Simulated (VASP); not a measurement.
These are PBE GGA, VASP's PBE PAW potentials (set 64) (plane waves; VASP) values and carry that method's errors.

Input for VASP

**KPOINTS**
```
Automatic mesh
0
gamma
6 6 6
```

POSCAR:
```
FeNi3
1
    3.5104200000     0.0000000000     0.0000000000
    0.0000000000     3.5104200000     0.0000000000
    0.0000000000     0.0000000000     3.5104200000
Fe Ni
1 3
Direct
  0.0000000000   0.0000000000   0.0000000000
  0.0000000000   0.5000000000   0.5000000000
  0.5000000000   0.0000000000   0.5000000000
  0.5000000000   0.5000000000   0.0000000000
```

INCAR:
```
IBRION = 2
SYSTEM = FeNi3
EDIFFG = -0.01   ! ionic stop
NELM = 100   ! most electronic steps
ISPIN = 2   ! spin-polarised
LORBIT = 11
ISMEAR = -1   ! Fermi-Dirac
PREC = Accurate
GGA = PE
LMAXMIX = 4
SIGMA = 0.1   ! width (eV)
ENCUT = 300   ! plane-wave cut-off (eV)
NSW = 50   ! most ionic steps
LCHARG = F
LREAL = F
LASPH = T   ! aspherical one-centre terms
EDIFF = 1E-6   ! SCF stop (eV)
LWAVE = F
ISIF = 3   ! ions, shape and volume
ALGO = Normal   ! blocked Davidson
```

POTCAR, in this order: Fe Ni (PBE.64 set). Program: vasp_std. The INCAR's line for the spin-polarised start is left out here.

At this cut-off the stress carries a Pulay error, which pulls relaxed volumes low. Energy and stress use the plane-wave basis of the starting cell. The run has a spin-polarised start.

**Question.** What does the run give for the energy per atom (σ→0), cell moment, volume per atom, band gap (on the k-mesh)?

**Answer.** 
| Property | Result |
|---|---|
| energy per atom (σ→0) | -6.261 eV/atom |
| cell moment | 4.88 μB |
| band gap (on the k-mesh) | none (metal, semimetal or under 0.01 eV) |
| volume per atom | 11.10 Å³/atom |

**OSZICAR**
```
...
DAV:   6    -0.250928726632E+02    0.15706E-02   -0.58659E-03  2908   0.175E+00    0.434E-01
DAV:   7    -0.250925114294E+02    0.36123E-03   -0.19478E-03  2804   0.471E-01    0.209E-01
DAV:   8    -0.250923290717E+02    0.18236E-03   -0.40032E-04  2596   0.227E-01    0.568E-02
DAV:   9    -0.250923354842E+02   -0.64124E-05   -0.35548E-05  2684   0.744E-02    0.355E-02
DAV:  10    -0.250923367704E+02   -0.12863E-05   -0.56172E-06  2280   0.316E-02    0.198E-02
DAV:  11    -0.250923346193E+02    0.21511E-05   -0.61117E-06  2376   0.564E-02    0.664E-03
DAV:  12    -0.250923347877E+02   -0.16841E-06   -0.72296E-07  1164   0.120E-02
   3 F= -.25092335E+02 E0= -.25043027E+02  d E =-.201861E-01  mag=     4.8754
```

The structure comes from a computed database's FeNi3 entry; how it stands against other phases isn't given here. This run relaxes it. Symmetry was kept, so distortions that lower it aren't found. The run is one of a series of settings (EDIFFG = -0.01, IBRION = 2, ISIF = 3, NSW = 50 against the base run), some of them coarse on purpose.
